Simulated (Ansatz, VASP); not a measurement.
## Zr (Zirconium): VASP beside Ansatz

Wanted: the spread between two codes on one cell, functional and k mesh.

Program: Ansatz 0.2.0. Level of theory: plane waves, with VASP 6.6.1 beside it; relaxation of cell and atoms at r2SCAN with D4. Results are calculated unless marked as measured.

### Step 1. The starting structure

It takes space group P6_3/mmc (No. 194, hexagonal). The conventional cell has a = 3.232 Å, b = 3.232 Å, c = 5.147 Å, α = 90.00°, β = 90.00°, γ = 120.00°. Nearest to Zr lie 12 Zr at 3.18 to 3.23 Å.

Structure file:

```cif
data_structure
_symmetry_space_group_name_H-M 'P6_3/mmc'
_symmetry_Int_Tables_number 194
_cell_length_a 3.2320
_cell_length_b 3.2320
_cell_length_c 5.1470
_cell_angle_alpha 90.000
_cell_angle_beta 90.000
_cell_angle_gamma 120.000
_cell_volume 46.56
loop_
_atom_site_label
_atom_site_type_symbol
_atom_site_symmetry_multiplicity
_atom_site_Wyckoff_symbol
_atom_site_fract_x
_atom_site_fract_y
_atom_site_fract_z
_atom_site_occupancy
Zr1 Zr 2 c 0.33333 0.66667 0.25000 1
```

### Step 2. Ansatz: relaxation of cell and atoms, r2SCAN with D4

Ansatz runs on its default PAW (the set named soft_2) files.

The relaxed volume is the usual yardstick between codes: its relative difference is about their pressure difference at one cell divided by the bulk modulus.

The input, input.yaml:

```yaml
crystal:
  lattice:
    - [3.232, 0.0, 0.0]
    - [-1.616, 2.798994105, 0.0]
    - [0.0, 0.0, 5.147]
  atoms:
    - { symbol: Zr, position: [0.3333333333, 0.6666666667, 0.25] }
    - { symbol: Zr, position: [0.6666666667, 0.3333333333, 0.75] }
hamiltonian:
  xc: r2scan
  pseudopotentials: { kind: paw }
  dispersion: d4
kpoints:
  mp_grid: { grid: [8, 8, 5] }
scf:
  occupations: { method: fermi_dirac, width: 0.05 }
relax:
  f_tol: 0.01
  max_steps: 60
  cell: { stress_tol: 0.05 }
output:
  forces: true
  stress: true
```

Command:

```sh
$ ansatz run input.yaml --threads 4 --pin off --max-ram 9216MiB --backend cpu --events-out ev --progress --plain --runs-dir out
```

Numbers of over 12 decimals in the logs are rounded to 6 here.

Log:

```text
Engine: ansatz 0.2.0, aarch64-unknown-linux-gnu
Pseudopotentials: kind: paw
Pseudopotential: Zr, paw, valence charge 12, recommended cutoff 500 eV (meta_gga), Zr.paw.azcp
Functional definition: r2SCAN
  parameter k0 = 0.174
  parameter k1 = 0.065
  parameter a1 = 4.9479
  exchange = r2scan_x(k0 = k0, k1 = k1, a1 = a1)
  correlation = r2scan_c
Crystal: 2 atoms, lattice volume = 46.562 Å³
Basis set: ecut = 500 eV, 1165 PW (Γ), exchange–correlation on 96×96×160 points (64 copies of the dense FFT grid, shifted against one another)
Bands: 16, of which v1, the nominal top of the filled ones, is band 12 counted from 1 (11 counted from 0)
Symmetry: 24 space group operations
Space group: P63/mmc (ITA 194), of the structure as read, at distance tolerance 3.6e-5 Å
k-points: 30 of 320
Non-local potential: Zr, projectors of the file, l = 0: 3, l = 1: 2, l = 2: 2, l = 3: 2
PAW form: soft (Blöchl's): semilocal exchange-correlation on the pseudo side does not see the compensation charge
PAW frozen core: Zr, regenerated for the run's functional (the file was generated under x = pbe(κ = 0.804, μ = 0.219515), c = pbe(β = 0.066725))
PAW one-centre angular grid: Zr, 590 points (default); XC on 160 Gauss nodes
Initial density: superposition of atomic densities (neutral atoms: chi_scale 0, normalization atom), corrected by the library's trained network
Initial wavefunctions: pseudopotential atomic-orbital guess
Functional: x = r2scan, c = r2scan; τ floored in thin density (d = 2e-4 eV/Å³)
SCF iter   1: F=—  HF=-8390.118334 eV  |F-HF|=—  |Δ(HF+E_count)|=         —  Δρ=7.30e-3  dr2=1.93e-2  dr2_τ=1.03e-2  ethr=1.77e-3  ⟨swp⟩=4.9  Hψ=2063  notcnv=0
preconditioner: auto → Kerker (q_TF=auto, 2.443 Å⁻¹)  [metal: Δε(μ)=0.038 eV  Ē_g=3.405 eV  σ=0.050 eV  W_gap=0.19  n_scr=10 (ndim 8)  ℏωp=15.4 eV  f_vac=0.000  D(μ)=1.80/eV (n_scr^D=22)]
SCF iter   2: F=—  HF=-8390.179537 eV  |F-HF|=—  |Δ(HF+E_count)|=   6.12e-2  Δρ=4.93e-3  dr2=8.61e-3  dr2_τ=4.39e-4  ethr=8.04e-5  ⟨swp⟩=2.0  Hψ=1199  notcnv=0
SCF iter   3: F=—  HF=-8390.180855 eV  |F-HF|=—  |Δ(HF+E_count)|=   1.32e-3  Δρ=6.07e-4  dr2=1.10e-4  dr2_τ=4.67e-5  ethr=3.59e-5  ⟨swp⟩=2.1  Hψ=889  notcnv=0
SCF iter   4: F=—  HF=-8390.180991 eV  |F-HF|=—  |Δ(HF+E_count)|=   1.36e-4  Δρ=2.15e-4  dr2=1.86e-5  dr2_τ=5.95e-7  ethr=4.59e-7  ⟨swp⟩=2.5  Hψ=821  notcnv=0
SCF iter   5: F=—  HF=-8390.180997 eV  |F-HF|=—  |Δ(HF+E_count)|=   5.59e-6  Δρ=4.87e-5  dr2=9.69e-7  dr2_τ=3.46e-8  ethr=7.74e-8  ⟨swp⟩=2.4  Hψ=682  notcnv=0
SCF iter   6: F=-8390.180998 eV  HF=-8390.180998 eV  |F-HF|=4.67e-8  |Δ(HF+E_count)|=   9.80e-7  Δρ=1.45e-5  dr2=9.22e-8  dr2_τ=2.57e-9  ethr=4.17e-10  ⟨swp⟩=4.2  Hψ=1688  notcnv=0
SCF 1 converged in 6 iterations: F = -8390.180998 eV  dr2 = 9.22e-8
  greatest PAW one-centre occupation: 0.989 electrons in one spin orbital (limit 2), on the Zr atom at site 1 (counted from 0), in its partial waves of l = 0
relax step   1: F+E_penalty+E_count = -8390.18099802 eV  Δ(F+E_penalty+E_count) = +0.000e0 eV  max|allowed force component| = 8.095e-18 eV/Å  Δτ_max = 0.0000 Å  P = +0.586 GPa  Ω = 46.562 Å³  (6 SCF iters, dr2 threshold 1.00e-7 eV, accepted)
[...]
relax step   2: F+E_penalty+E_count = -8390.18040974 eV  Δ(F+E_penalty+E_count) = +5.883e-4 eV  max|allowed force component| = 4.395e-17 eV/Å  Δτ_max = 0.0000 Å  P = -0.706 GPa  Ω = 47.182 Å³  energy of the carried Pulay correction = -3.492e-4 eV  (4 SCF iters, dr2 threshold 2.00e-7 eV, rejected (line search))
[...]
relax step   3: F+E_penalty+E_count = -8390.18138869 eV  Δ(F+E_penalty+E_count) = -3.907e-4 eV  max|allowed force component| = 6.823e-17 eV/Å  Δτ_max = 0.0000 Å  P = -0.007 GPa  Ω = 46.841 Å³  energy of the carried Pulay correction = -1.581e-4 eV  (8 SCF iters, accepted)
[...]
relax step   4: F+E_penalty+E_count = -8390.18155953 eV  Δ(F+E_penalty+E_count) = -1.708e-4 eV  max|allowed force component| = 6.708e-17 eV/Å  Δτ_max = 0.0000 Å  P = -0.006 GPa  Ω = 46.841 Å³  stress off target by 1.12e-2 GPa  SCF on the basis re-selected at this cell (its energy is not comparable with the rows above)  (4 SCF iters)
basis re-selected at this cell: Δ(F+E_penalty+E_count) = -1.708e-4 eV, ΔP = +0.001 GPa vs the last step (what re-selecting the basis moved, of the pressure what is left beyond the Pulay correction that the steps carried, after the strain that the cell walked since its last selection, with what the two solves' SCF thresholds leave and, on support functions, any second-order correction that the steps lacked; it is no m [...]
SCF converged after 4 iterations
Free energy (F): -8390.181560 eV
Harris-Foulkes:  -8390.181560 eV  (|F-HF|=7.28e-12)
Internal energy: -8390.167565 eV  (E = F + TS)
E sigma→0 (E₀):  -8390.174562 eV
Entropy (-TS):   -0.013995 eV (-6.997 meV/atom)
Fermi energy:    13.991151 eV
--- Per-component energies (eV) ---
  E_band       = -215.137273
  E_kinetic    = 663.259888
  E_local      = -1254.652807  (includes V_loc(G=0)·N_el)
  E_nonlocal   = 159.903923
  E_hartree    = 387.084851
  E_xc         = -310.271522
  E_vxc        = -420.519838  (∫ρ·V_xc dr)
  E_paw        = -5942.042447  (= ΣΔE_a)
  E_vpaw       = -162.092496  (= ΣTr[D̂ρ^β])
  E_aug_tail   = 0.000017  (compensation charges beyond the density's cutoff)
  E_vtau       = 24.794299  (kinetic-family band-sum trace: ∫τ·v_τ [+ j·A + Jᵃ·Aᵃ] dr)
  E_ewald      = -2092.990946
  E_disp       = -0.129038  (pairwise vdW)
  E_core_change = -0.329483  (= ΣΔE_core)
  E_smearing   = -0.013995  (= −TS)
  E_closure    = 0.000000  (closes the sum)
  Σ components = -8390.181560   (vs F -8390.181560, Δ=0.00e0)
--- Forces (eV/Å), atoms counted from 1 ---
  atom   1  Zr     0.00000000    -0.00000000    -0.00000000
  atom   2  Zr     0.00000000     0.00000000     0.00000000
  max |Σ_I F_I| component: 9.25e-18 eV/Å
--- Stress (GPa, compression-positive) ---
       -0.011177       0.000000       0.000000
        0.000000      -0.011177      -0.000000
        0.000000      -0.000000       0.003529
  P = ⅓ Tr σ = -0.0063 GPa (-0.063 kbar)
--- Relaxed structure (3 steps of the walk, 2 accepted, 1 SCFs on fresh bases) ---
  F+E_penalty+E_count = -8390.18155953 eV   max|allowed force component| = 6.708e-17 eV/Å   (the final SCF, on the basis selected at the relaxed cell)
  cell:  # Å, volume = 46.8410 Å³
    - [3.236687, 0, 0]
    - [-1.618343, 2.803053, 0]
    - [0, 0, 5.162907]
  atoms:
    - { symbol: Zr, position: [0.333333, 0.666667, 0.250000] }
    - { symbol: Zr, position: [0.666667, 0.333333, 0.75] }
```

It took 5.8 s on 4 threads of Arm Neoverse V2, shared host; peak memory 0.48 GiB.

### Step 3. VASP: relaxation of cell and atoms, r2SCAN with D4

The same cell, functional, mesh and smearing now go to VASP, with its own data sets and cutoff.

Lines of VASP's logs that name or quote its potential files are left out, and so is its time.

The input, INCAR:

```
SYSTEM = Zr
PREC = Accurate
ENCUT = 520
EDIFF = 1E-06
NELM = 100
ISMEAR = -1
SIGMA = 0.05
LREAL = .FALSE.
ALGO = Normal
METAGGA = R2SCAN
IVDW = 13
VDW_S6 = 1
VDW_S8 = 0.6018749
VDW_A1 = 0.51559235
VDW_A2 = 5.77342911
LASPH = .TRUE.
NBANDS = 18
LORBIT = 11
LWAVE = .FALSE.
LCHARG = .FALSE.
KPAR = 2
IBRION = 2
NSW = 60
ISIF = 3
EDIFFG = -0.01
```

The input, POSCAR:

```
Zr
1.0
    3.2320000000      0.0000000000      0.0000000000
   -1.6160000000      2.7989941050      0.0000000000
    0.0000000000      0.0000000000      5.1470000000
Zr
2
Direct
    0.3333333333      0.6666666667      0.2500000000
    0.6666666667      0.3333333333      0.7500000000
```

The input, KPOINTS:

```
Automatic mesh
0
Gamma
8 8 5
0 0 0
```

Potentials, in the order of the species: Zr_sv (PBE family, release 64).

Command:

```sh
$ mpirun -np 2 vasp_std
```

Log:

```text
[banner, memory and clock lines left out]
running    2 mpi-ranks, on    1 nodes
 distrk:  each k-point on    1 cores,    2 groups
 distr:  one band on    1 cores,    1 groups

 POSCAR found type information on POSCAR Zr
 POSCAR found :  1 types and       2 ions
|                                                                             |
|               ----> ADVICE to this user running VASP <----                  |
|                                                                             |
|     You enforced a specific xc type in the INCAR file but a different       |
|     [... a line on the potential file left out ...]
|     I HOPE YOU KNOW WHAT YOU ARE DOING!                                     |
|                                                                             |

 LDA part: xc-table for (None), standard interpolation
 POSCAR, INCAR and KPOINTS ok, starting setup
 FFT: planning ... GRIDC
 FFT: planning ... GRID_SOFT
 FFT: planning ... GRID
 WAVECAR not read
 entering main loop
       N       E                     dE             d eps       ncg     rms          rms(c)
DAV:   1     0.176951505933E+03    0.17695E+03   -0.13643E+04  1080   0.136E+03
DAV:   2    -0.400174525088E+02   -0.21697E+03   -0.21330E+03  1300   0.390E+02
DAV:   3    -0.584490900833E+02   -0.18432E+02   -0.18159E+02  2028   0.753E+01
DAV:   4    -0.589264020468E+02   -0.47731E+00   -0.47699E+00  1268   0.138E+01
DAV:   5    -0.589396739443E+02   -0.13272E-01   -0.13266E-01  1666   0.162E+00    0.180E+01
DAV:   6    -0.455592994092E+02    0.13380E+02   -0.13147E+01  1376   0.208E+01    0.431E+00
DAV:   7    -0.454823500539E+02    0.76949E-01   -0.31484E-01  1252   0.473E+00    0.141E+00
DAV:   8    -0.454971819023E+02   -0.14832E-01   -0.15834E-01  1806   0.298E+00    0.896E-01
DAV:   9    -0.455090948564E+02   -0.11913E-01   -0.28024E-02  1566   0.140E+00    0.616E-01
DAV:  10    -0.455071736925E+02    0.19212E-02   -0.76482E-03  1146   0.747E-01    0.508E-02
DAV:  11    -0.455071904987E+02   -0.16806E-04   -0.59807E-04  1668   0.165E-01    0.325E-02
DAV:  12    -0.455071924665E+02   -0.19678E-05   -0.28603E-05  1280   0.470E-02    0.110E-02
DAV:  13    -0.455071929592E+02   -0.49272E-06   -0.86937E-07   900   0.670E-03
   1 F= -.45636680E+02 E0= -.45629680E+02  d E =-.456367E+02
 curvature:   0.00 expect dE= 0.000E+00 dE for cont linesearch  0.000E+00
 trial: gam= 0.00000 g(F)=  0.182E-46 g(S)=  0.243E-02 ort = 0.000E+00 (trialstep = 0.100E+01)
 search vector abs. value=  0.243E-02
 bond charge predicted
       N       E                     dE             d eps       ncg     rms          rms(c)
DAV:   1    -0.455332933764E+02   -0.26101E-01   -0.10828E+00  1128   0.103E+01    0.150E+00
DAV:   2    -0.455145545647E+02    0.18739E-01   -0.10545E-01  1228   0.275E+00    0.604E-01
DAV:   3    -0.455075571333E+02    0.69974E-02   -0.32164E-02  1574   0.130E+00    0.288E-01
DAV:   4    -0.455081771174E+02   -0.61998E-03   -0.24310E-03  1400   0.214E-01    0.124E-01
DAV:   5    -0.455086164616E+02   -0.43934E-03   -0.15684E-03  1588   0.208E-01    0.473E-02
DAV:   6    -0.455086265327E+02   -0.10071E-04   -0.50153E-05  1252   0.456E-02    0.158E-02
DAV:   7    -0.455086271076E+02   -0.57490E-06   -0.33947E-06  1002   0.143E-02
   2 F= -.45636528E+02 E0= -.45629574E+02  d E =0.151763E-03
 trial-energy change:    0.000152  1 .order    0.000083   -0.002430    0.002597
 step:   0.4631(harm=  0.4834)  dis= 0.00000  next Energy=   -45.637236 (dE=-0.556E-03)
 bond charge predicted
       N       E                     dE             d eps       ncg     rms          rms(c)
DAV:   1    -0.455157086788E+02   -0.70821E-02   -0.31262E-01  1128   0.551E+00    0.824E-01
DAV:   2    -0.455101144850E+02    0.55942E-02   -0.29808E-02  1212   0.147E+00    0.322E-01
DAV:   3    -0.455081128372E+02    0.20016E-02   -0.91353E-03  1526   0.694E-01    0.160E-01
DAV:   4    -0.455083139353E+02   -0.20110E-03   -0.71382E-04  1378   0.116E-01    0.671E-02
DAV:   5    -0.455084641152E+02   -0.15018E-03   -0.46593E-04  1604   0.114E-01    0.253E-02
DAV:   6    -0.455084698064E+02   -0.56912E-05   -0.13820E-05  1036   0.245E-02    0.858E-03
DAV:   7    -0.455084706823E+02   -0.87590E-06   -0.10068E-06   678   0.959E-03
   3 F= -.45637221E+02 E0= -.45630239E+02  d E =-.541303E-03
 curvature:  -0.24 expect dE=-0.183E-05 dE for cont linesearch -0.530E-07
 trial: gam=-0.00639 g(F)=  0.424E-47 g(S)=  0.758E-05 ort = 0.231E-04 (trialstep = 0.893E+00)
 search vector abs. value=  0.738E-05
 reached required accuracy - stopping structural energy minimisation
```

OUTCAR, selected parts (step 3):

```text
ion  position               nearest neighbor table
   1  0.333  0.667  0.250-   2 3.18   2 3.18   2 3.18   2 3.18   2 3.18   2 3.18
   2  0.667  0.333  0.750-   1 3.18   1 3.18   1 3.18   1 3.18   1 3.18   1 3.18

  LATTYP: Found a hexagonal cell.
 ALAT       =     3.2320000000
 C/A-ratio  =     1.5925123762

 Subroutine GETGRP returns: Found 24 space group operations
 (whereof 12 operations were pure point group operations)

The static configuration has the point symmetry D_3d.
 The point group associated with its full space group is D_6h.

 Found     30 irreducible k-points:

   k-points           NKPTS =     30   k-points in BZ     NKDIM =     30   number of bands    NBANDS=     18

   dimension x,y,z NGX =    24 NGY =   24 NGZ =   40
   dimension x,y,z NGXF=    48 NGYF=   48 NGZF=   80

   ENCUT  =  520.0 eV  38.22 Ry    6.18 a.u.   6.01  6.01  9.57*2*pi/ulx,y,z

   NELECT =      24.0000    total number of electrons

 k-points in reciprocal lattice and weights: Automatic mesh
   0.00000000  0.00000000  0.00000000       0.003
   0.12500000  0.00000000  0.00000000       0.019
   0.25000000  0.00000000  0.00000000       0.019
   0.37500000  0.00000000  0.00000000       0.019
   0.50000000  0.00000000  0.00000000       0.009
   0.12500000  0.12500000  0.00000000       0.019
   0.25000000  0.12500000  0.00000000       0.038
   0.37500000  0.12500000  0.00000000       0.038
   0.25000000  0.25000000  0.00000000       0.019
[...]
0.25000000  0.25000000  0.40000000       0.038
   0.37500000  0.25000000  0.40000000       0.038

 average (electrostatic) potential at core
       1 -79.9248       2 -79.9248

 E-fermi :   9.0102

 k-point     1 :       0.0000    0.0000    0.0000
  band No.  band energies     occupation
    ...
      6     -18.4041      2.00000
      7     -18.3977      2.00000
      8     -18.3977      2.00000
      9       2.9726      2.00000
     10       5.7907      2.00000
     11       9.9515      0.00000
     12       9.9515      0.00000
     13       9.9746      0.00000
     14      10.1052      0.00000
     15      10.6893      0.00000
    ...

 k-point     2 :       0.1250    0.0000    0.0000
  band No.  band energies     occupation
    ...
      6     -18.5068      2.00000
      7     -18.4250      2.00000
      8     -18.4117      2.00000
      9       3.4185      2.00000
     10       6.1787      2.00000
     11       9.1709      0.07733
     12       9.2415      0.01942
     13      10.2984      0.00000
     14      10.3677      0.00000
     15      10.7050      0.00000
    ...

 k-point     3 :       0.2500    0.0000    0.0000
  band No.  band energies     occupation
    ...
      8     -18.4493      2.00000
      9       4.5639      2.00000
     10       6.8325      2.00000
     11       7.9885      2.00000
     12       8.4170      1.99999
     13       9.7997      0.00000
     14      10.3420      0.00000
     15      10.3768      0.00000
     16      11.5475      0.00000
     17      11.6537      0.00000
    ...

  DFT-D4 for vdW energy calculation

  Edisp (eV):   -0.12875

  Total      -0.00734    -0.00734     0.01436     0.00000    -0.00000     0.00000
  in kB      -0.25119    -0.25119     0.49121     0.00000    -0.00000     0.00000
  external pressure =       -0.00 kB  Pullay stress =        0.00 kB

  energy-cutoff  :      520.00
  volume of cell :       46.84
      direct lattice vectors                 reciprocal lattice vectors
     3.237662210  0.000000000  0.000000000     0.308864834  0.178323195  0.000000000
    -1.618831105  2.803897723 -0.000000000    -0.000000000  0.356646390  0.000000000
     0.000000000 -0.000000000  5.160056539    -0.000000000  0.000000000  0.193796326

 POSITION                                       TOTAL-FORCE (eV/Angst)
 -----------------------------------------------------------------------------------
     -0.00000      1.86927      1.29001        -0.000000      0.000000      0.000000
      1.61883      0.93463      3.87004         0.000000     -0.000000      0.000000
 -----------------------------------------------------------------------------------
    total drift:                               -0.000000      0.000000     -0.000000

  FREE ENERGIE OF THE ION-ELECTRON SYSTEM (eV)
  ---------------------------------------------------
  free  energy   TOTEN  =       -45.6372213781 eV

  energy  without entropy=      -45.6232571766  energy(sigma->0) =      -45.63023928

 reached required accuracy - stopping structural energy minimisation

 total charge
# of ion       s       p       d       tot
------------------------------------------
    1        2.226   5.968   1.574   9.768
    2        2.226   5.968   1.574   9.768
--------------------------------------------------
tot          4.451  11.937   3.148  19.536

[... 3 further parts left out ...]
```

CONTCAR:

```
Zr
   1.00000000000000
     3.2376622100217149    0.0000000000000000    0.0000000000000000
    -1.6188311050108575    2.8038977227202033   -0.0000000000000000
     0.0000000000000000   -0.0000000000000000    5.1600565386953443
  Zr
     2
Direct
     0.3333333332999970    0.6666666667000030    0.2500000000000000
     0.6666666667000030    0.3333333332999970    0.7500000000000000
```

Dispersion corrections of this kind ignore metallic screening and tend to overbind metals. The run keeps the 24 symmetry operations of its start, so it cannot find a distortion of lower symmetry.

### Step 4. Comparison

Known differences besides the potentials themselves: VASP keeps PBE cores, Ansatz makes them for the functional; both relaxations stop at a tolerance, which leaves soft axes loose, and VASP keeps its plane-wave basis; the cutoff is 500 eV in Ansatz and 520 eV in VASP; Ansatz adds a Pulay correction to the stress that steers its cell, VASP none. Total energies have different zeros and are not compared.

Both answers:

| quantity | Ansatz | VASP | difference |
| --- | --- | --- | --- |
| volume (Å³) | 46.84 | 46.84 | -0.01 % |
| edge a after relaxation, in the typed setting (Å) | 3.237 | 3.238 | -0.03 % |
| edge c after relaxation, in the typed setting (Å) | 5.163 | 5.160 | +0.05 % |

The walks stopped with -0.01 GPa left in Ansatz and 0.00 GPa in VASP; each walk ends within a tolerance, so the volume difference is uncertain by about these residues over the bulk modulus, most in soft cells.

### Step 5. Summary of results

- difference in edge c after relaxation, in the typed setting (relaxation of cell and atoms, r2SCAN with D4): 0.054 %

What this shows: The difference in edge c after relaxation, in the typed setting is 0.054 % (relaxation of cell and atoms, r2SCAN with D4), within the 1.2 % picked in this series as the mark of a large difference, as far as the stopping tolerances let one tell. Such differences can come from data sets, numerical settings and the points named under the comparisons, not from the functional's error against experiment.

[Lines on the potential files, build, host, timing and source positions are cut from VASP's logs without a mark.]

[Logs are printed without paths, hosts, clocks, repeated set-up lines and the standing remarks that a program may print on its own settings, such as how far it seeks lower states.]

[Hosts, paths, dates, database ids (printed as entryN), source tags and the programs' standing remarks are cut or masked in the printed files.]
